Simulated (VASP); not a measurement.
Data:

```xyz
2
Lattice="1.3589 -2.3537 0.0000 1.3589 2.3537 0.0000 0.0000 0.0000 4.3536" Properties=species:S:1:pos:R:3 pbc="T T T"
Tc     1.3589     0.7846     1.0884
Tc     1.3589    -0.7846     3.2652
```

The numbers are results of PBEsol GGA, VASP's PBE PAW potentials (set 64) (plane waves; VASP), not measurements. Run with 400 eV cut-off, 14×14×8 Γ-centred mesh, first-order Methfessel-Paxton smearing of 0.10 eV, potentials Tc_pv.

**Question.** Predict the energy per atom (σ→0), band gap (on the k-mesh) with the smallest direct gap where there is one.

**Answer.** 
| Property | Value |
|---|---|
| band gap (on the k-mesh) | none (metal, semimetal or under 0.01 eV) |
| energy per atom (σ→0) | -11.268 eV/atom |

Total energies compare only between runs with the same potentials, cut-off and functional.

The compound is Tc in the hcp structure. It was relaxed first. The start is the result of an earlier pass.
